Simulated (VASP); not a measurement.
# Hf8O15F (a cell with a defect) in VASP: electric field gradients with revPBE

Aim: the electric field gradients of Hf8O15F (a cell with a defect) with revPBE.

All numbers are computed with VASP 6.6.1; they aren't measurements. Logs are shortened: lines on timing, memory, paths and dates and some standing lists are left out, and cuts for length are marked.

### Step 1. The structure

The cell holds a defect, 24 atoms: a = 7.373 Å, b = 6.698 Å, c = 7.244 Å, α = 63.71°, β = 65.60°, γ = 61.75°.

### Step 2. Electric field gradients, revPBE

INCAR

```
PREC     = Accurate       # precision mode
ENCUT    = 520            # plane-wave cutoff, eV
EDIFF    = 1E-8           # SCF threshold, eV
ISMEAR   = -1             # smearing method
SIGMA    = 0.01           # smearing width, eV
LREAL    = Auto         
LASPH    = True           # aspherical terms in the spheres
NELM     = 100            # most SCF steps
ALGO     = Fast           # electronic algorithm
ISIF     = 2              # what is computed and relaxed
LWAVE    = False          # write WAVECAR
LCHARG   = False          # write CHGCAR
GGA      = RE             # functional
LEFG     = True         
NELECT   = 176.0        
NBANDS   = 106            # bands
```

KPOINTS

```
Automatic mesh
0
Gamma
  3 3 3
```

POSCAR

```
Hf8O15F
1.0
   -0.8761689838      5.1506447000      5.2029534954
    4.2180060274      0.0000000000      5.2029534954
    5.0941750112      5.1506447000      0.0000000000
Hf F O
8 1 15
Direct
    0.4449181150      0.2629892150      0.0131465650
    0.9449181150      0.7629892150      0.5131465650
    0.5131465650      0.2789461050      0.4449181150
    0.0131465650      0.7789461050      0.9449181150
    0.0550818850      0.2370107850      0.4868534350
    0.5550818850      0.7370107850      0.9868534350
    0.9868534350      0.2210538950      0.0550818850
    0.4868534350      0.7210538950      0.5550818850
    0.6365530600      0.3420249300      0.1059728900
    0.1365530600      0.8420249300      0.6059728900
    0.1059728900      0.4154491200      0.1365530600
    0.6059728900      0.9154491200      0.6365530600
    0.8634469400      0.1579750700      0.3940271100
    0.3634469400      0.6579750700      0.8940271100
    0.3940271100      0.0845508800      0.3634469400
    0.8940271100      0.5845508800      0.8634469400
    0.3043254400      0.0419273400      0.0264334400
    0.8043254400      0.5419273400      0.5264334400
    0.0264334400      0.1273137800      0.8043254400
    0.5264334400      0.6273137800      0.3043254400
    0.1956745600      0.4580726600      0.4735665600
    0.6956745600      0.9580726600      0.9735665600
    0.4735665600      0.3726862200      0.6956745600
    0.9735665600      0.8726862200      0.1956745600
```

Potentials or basis: VASP PAW PBE potentials, release 64 (Hf_pv, F, O).

On the command line:

```sh
$ cat potpaw_PBE.64/Hf_pv/POTCAR potpaw_PBE.64/F/POTCAR potpaw_PBE.64/O/POTCAR > POTCAR
$ mpirun -np 1 vasp_std > vasp.out
```

OUTCAR:

```text
PREC = Accurate
   ENCUT = 520
   EDIFF = 1E-8
   ISMEAR = -1
   LREAL = Auto
   LASPH = True
   NELM = 100
   ISIF = 2
   GGA = RE
   NELECT = 176.0

 ion  position               nearest neighbor table
   1  0.445  0.263  0.013-  23 2.03  22 2.04  17 2.13   9 2.13  11 2.15  15 2.23  14 2.24   6 3.30
                             7 3.40   8 3.40   3 3.42   4 3.42   5 3.44   6 3.54
   2  0.945  0.763  0.513-  24 2.03  21 2.04  18 2.13  10 2.13  12 2.15  16 2.23  13 2.24   5 3.30
                             7 3.40   8 3.40   4 3.42   3 3.42   6 3.44   5 3.54
   3  0.513  0.279  0.445-  21 2.03  23 2.04  20 2.13  12 2.13   9 2.15  13 2.23  15 2.24   8 3.30
                             5 3.40   6 3.40   1 3.42   2 3.42   7 3.44   8 3.54
   4  0.013  0.779  0.945-  22 2.03  24 2.04  19 2.13  11 2.13  10 2.15  14 2.23  16 2.24   7 3.30
                             5 3.40   6 3.40   2 3.42   1 3.42   8 3.44   7 3.54
   5  0.055  0.237  0.487-  19 2.03  18 2.04  21 2.13  13 2.13  15 2.15  11 2.23  10 2.24   2 3.30
                             4 3.40   3 3.40   7 3.42   8 3.42   1 3.44   2 3.54
   6  0.555  0.737  0.987-  20 2.03  17 2.04  22 2.13  14 2.13  16 2.15  12 2.23   9 2.24   1 3.30
                             4 3.40   3 3.40   8 3.42   7 3.42   2 3.44   1 3.54
   7  0.987  0.221  0.055-  17 2.03  19 2.04  24 2.13  16 2.13  13 2.15   9 2.23  11 2.24   4 3.30
                             1 3.40   2 3.40   5 3.42   6 3.42   3 3.44   4 3.54
   8  0.487  0.721  0.555-  18 2.03  20 2.04  23 2.13  15 2.13  14 2.15  10 2.23  12 2.24   3 3.30
                             1 3.40   2 3.40   6 3.42   5 3.42   4 3.44   3 3.54
   9  0.637  0.342  0.106-   1 2.13   3 2.15   7 2.23   6 2.24
  10  0.137  0.842  0.606-   2 2.13   4 2.15   8 2.23   5 2.24
  11  0.106  0.415  0.137-   4 2.13   1 2.15   5 2.23   7 2.24
  12  0.606  0.915  0.637-   3 2.13   2 2.15   6 2.23   8 2.24
  13  0.863  0.158  0.394-   5 2.13   7 2.15   3 2.23   2 2.24
  14  0.363  0.658  0.894-   6 2.13   8 2.15   4 2.23   1 2.24
  15  0.394  0.085  0.363-   8 2.13   5 2.15   1 2.23   3 2.24
  16  0.894  0.585  0.863-   7 2.13   6 2.15   2 2.23   4 2.24
  17  0.304  0.042  0.026-   7 2.03   6 2.04   1 2.13
  18  0.804  0.542  0.526-   8 2.03   5 2.04   2 2.13
  19  0.026  0.127  0.804-   5 2.03   7 2.04   4 2.13
  20  0.526  0.627  0.304-   6 2.03   8 2.04   3 2.13
  21  0.196  0.458  0.474-   3 2.03   2 2.04   5 2.13
  22  0.696  0.958  0.974-   4 2.03   1 2.04   6 2.13
  23  0.474  0.373  0.696-   1 2.03   3 2.04   8 2.13
  24  0.974  0.873  0.196-   2 2.03   4 2.04   7 2.13

  LATTYP: Found a base centered monoclinic cell.
 ALAT       =    10.1883500224
 B/A-ratio  =     1.0110851490
 C/A-ratio  =     0.6574109150
[... 1671 lines left out ...]
  -------------------------------------------------------------------------------------
  Total        7.6187162      9.7900932      8.7351742      0.7105480      0.4874978      0.1458664
  in kB       44.7071498     57.4489394     51.2586020      4.1695445      2.8606706      0.8559538
  external PRESSURE =      51.1382304 kB  Pullay stress =       0.0000000 kB

 VOLUME and BASIS-vectors are now :
 -----------------------------------------------------------------------------
  energy-cutoff  :      520.00
  volume of cell :      273.03
      direct lattice vectors                 reciprocal lattice vectors
    -0.876168984  5.150644700  5.202953495    -0.098151320  0.097075226  0.079570740
     4.218006027  0.000000000  5.202953495     0.098151320 -0.097075226  0.112627788
     5.094175011  5.150644700  0.000000000     0.098151320  0.097075226 -0.079570740

 POSITION                                       TOTAL-FORCE (eV/Angst)
 -----------------------------------------------------------------------------------
      0.78644      2.35933      3.68321        -0.866796     -1.971414     -2.070028
      5.00444      7.50997      8.88616         0.040645      0.055307      0.058512
      2.99348      4.93465      4.12122         2.257623      1.695694     -1.274516
      8.08766      4.93465      4.12122        -0.196283      0.021883     -0.042764
      3.43157      2.79132      1.51974         0.032675     -0.148019     -0.047507
      7.64957      7.94196      6.72270         1.313936     -1.285748      1.926599
[... 16 lines left out ...]
      4.70096      6.02235      4.40301        -0.226621     -0.016771     -0.369873
      3.82479      6.02235      9.60597         0.237826     -0.331886      0.159171
 -----------------------------------------------------------------------------------
    total drift:                               -0.002329     -0.000030      0.000946

  FREE ENERGIE OF THE ION-ELECTRON SYSTEM (eV)
  ---------------------------------------------------
  free  energy   TOTEN  =      -236.4763865061 eV

  energy  without entropy=     -236.4763865061  energy(sigma->0) =     -236.47638651

 Electric field gradients (V/A^2)
---------------------------------------------------------------------
 ion       V_xx      V_yy      V_zz      V_xy      V_xz      V_yz
---------------------------------------------------------------------
   1     -67.502   -37.378   104.880    46.032   -26.996   102.575
   2     -10.987   -51.465    62.452     0.275   -63.758   -17.903
   3      47.562   -55.474     7.912    96.588  -112.366   -34.761
   4     -15.867   -49.403    65.270    -6.296   -62.383    21.738
   5     -14.491   -51.197    65.688     0.009   -64.355    -2.502
   6     -12.824   -90.496   103.320   -55.398    21.831   -69.114
[... 16 lines left out ...]
  23      -0.387    -0.303     0.691    13.676     1.379    -4.051
  24      -1.328     4.346    -3.018     2.581    -0.724    -5.337
---------------------------------------------------------------------

 Electric field gradients after diagonalization (V/A^2)
 (convention: |V_zz| > |V_xx| > |V_yy|)
----------------------------------------------------------------------
 ion       V_xx      V_yy      V_zz     asymmetry (V_yy - V_xx)/ V_zz
----------------------------------------------------------------------
   1    -133.886   -24.719   158.605       0.688
   2     -59.519   -41.399   100.919       0.180
   3    -123.891   -57.858   181.749       0.363
   4     -56.168   -46.172   102.340       0.098
   5     -52.032   -49.418   101.451       0.026
   6    -131.418    -4.174   135.592       0.938
[... 16 lines left out ...]
  23      13.621     1.348   -14.969       0.820
  24      -5.897    -1.998     7.895       0.494
----------------------------------------------------------------------

           NMR quadrupolar parameters

 Cq : quadrupolar parameter    Cq=e*Q*V_zz/h
 eta: asymmetry parameters     (V_yy - V_xx)/ V_zz
 Q  : nuclear electric quadrupole moment in mb (millibarn)
----------------------------------------------------------------------
 ion       Cq(MHz)       eta       Q (mb)
----------------------------------------------------------------------
   1       0.384       0.688       1.000
   2       0.244       0.180       1.000
   3       0.439       0.363       1.000
   4       0.247       0.098       1.000
   5       0.245       0.026       1.000
   6       0.328       0.938       1.000
[... 16 lines left out ...]
  23      -0.036       0.820       1.000
  24       0.019       0.494       1.000
----------------------------------------------------------------------
```

OSZICAR:

```text
N       E                     dE             d eps       ncg     rms          rms(c)
DAV:   1     0.125030551107E+04    0.12503E+04   -0.10081E+05  2968   0.167E+03
DAV:   2    -0.187588663540E+03   -0.14379E+04   -0.13861E+04  3628   0.440E+02
DAV:   3    -0.276766625513E+03   -0.89178E+02   -0.88671E+02  3464   0.995E+01
[... 14 lines left out ...]
RMM:  18    -0.236476387574E+03    0.14661E-05   -0.25536E-06  3495   0.537E-03    0.153E-02
RMM:  19    -0.236476386553E+03    0.10212E-05   -0.28692E-06  3475   0.427E-03    0.194E-03
RMM:  20    -0.236476386577E+03   -0.24091E-07   -0.28785E-07  3330   0.146E-03    0.102E-03
RMM:  21    -0.236476386505E+03    0.72501E-07   -0.10378E-07  3123   0.668E-04    0.182E-03
RMM:  22    -0.236476386506E+03   -0.15225E-08   -0.19364E-08  2287   0.361E-04
   1 F= -.23647639E+03 E0= -.23647639E+03  d E =-.168063E-13
```

stdout:

```text
POSCAR found type information on POSCAR HfF O
 POSCAR found :  3 types and      24 ions
 scaLAPACK will be used
 -----------------------------------------------------------------------------
[... 20 lines left out ...]
     0.0001241    -0.9567761    -1.5987399    -1.6141873     0.6408319     0.3590936
     0.0001709    -0.9567761    -1.5987399    -1.6141873     0.6408319     0.3590936
[... 100 lines left out ...]
     0.0000293     3.7203018    -4.6927512     2.9470138     5.9525103    -1.9719860
     0.0000403     3.7203012    -4.6927503     2.9470134     5.9525093    -1.9719857
     0.0000555     3.7203002    -4.6927488     2.9470126     5.9525076    -1.9719853
     0.0000765     3.7202986    -4.6927463     2.9470113     5.9525046    -1.9719845

ion  11
     0.0000293    -1.2275652     0.4253872     1.4604015     1.9479909    -1.6581416
```

It took 14 min on 1 thread of AMD EPYC 7R13 (Zen 3), shared host; peak memory 0.5 GiB.

Results:

```
Free energy            : -236.4764 eV
Largest force          : 3.098 eV/Å
Band gap on the k mesh : 4.06 eV, indirect (least direct gap 4.17 eV)
```

Forces in eV/Å, atoms in the order of the input:
```
Hf  -0.867 -1.971 -2.070
Hf   0.041  0.055  0.059
Hf   2.258  1.696 -1.275
Hf  -0.196  0.022 -0.043
Hf   0.033 -0.148 -0.048
Hf   1.314 -1.286  1.927
Hf  -1.449  1.996  1.356
Hf   0.149  0.075  0.172
F   -0.634  0.043  0.120
O   -0.048  0.080  0.050
O   -0.215  0.082  0.033
O    0.299 -0.074 -0.002
O   -0.047 -0.883 -0.115
O   -0.051  1.153 -0.065
O   -0.379 -0.071  0.942
O    0.162 -0.058 -0.911
O    0.125 -0.068  0.255
O    0.067 -0.016 -0.165
O    0.521  0.093 -0.035
O   -1.185 -0.399 -0.293
O   -0.349  0.239  0.273
O    0.440 -0.212  0.047
O   -0.227 -0.017 -0.370
O    0.238 -0.332  0.159
```

Levels at points of the mesh, in eV from the valence-band top:
| k point | band 84 | band 85 | band 86 | band 87 | band 88 | band 89 | band 90 | band 91 | band 92 | band 93 |
| --- | --- | --- | --- | --- | --- | --- | --- | --- | --- | --- |
| (0.00, 0.00, 0.00) | -0.78 | -0.69 | -0.55 | -0.28 | 0.00 | 4.32 | 4.49 | 4.58 | 4.98 | 5.13 |

Electric field gradients, principal values (V/Å²):
| atom | Vxx | Vyy | Vzz |
| --- | --- | --- | --- |
| 1 Hf | -24.719 | -133.886 | 158.605 |
| 2 Hf | -41.399 | -59.519 | 100.919 |
| 3 Hf | -57.858 | -123.891 | 181.749 |
| 4 Hf | -46.172 | -56.168 | 102.340 |
| 5 Hf | -49.418 | -52.032 | 101.451 |
| 6 Hf | -4.174 | -131.418 | 135.592 |
| 7 Hf | -91.137 | -123.322 | 214.459 |
| 8 Hf | -31.401 | -62.324 | 93.726 |
| 9 F | -1.704 | -13.935 | 15.639 |
| 10 O | -1.926 | -9.055 | 10.981 |
| 11 O | -2.180 | -8.287 | 10.468 |
| 12 O | -1.156 | -11.274 | 12.430 |
| 13 O | 0.584 | 13.809 | -14.393 |
| 14 O | -1.274 | -11.381 | 12.655 |
| 15 O | -5.150 | -7.540 | 12.690 |
| 16 O | -5.173 | -8.524 | 13.697 |
| 17 O | 0.870 | 18.051 | -18.921 |
| 18 O | -2.183 | -7.229 | 9.412 |
| 19 O | -4.304 | -4.548 | 8.852 |
| 20 O | 0.634 | 14.157 | -14.791 |
| 21 O | -3.319 | -6.603 | 9.922 |
| 22 O | 3.510 | 11.334 | -14.844 |
| 23 O | 1.348 | 13.621 | -14.969 |
| 24 O | -1.998 | -5.897 | 7.895 |

Caveat: the cell carries a net charge on a neutralising background, which shifts energy and pressure; the cell is charged against a uniform background, so pressure and absolute levels hang on convention; the PAW data sets were made with another functional, which shifts forces and pressure a little; spin-orbit coupling is left out, which moves the levels of the heavy elements.
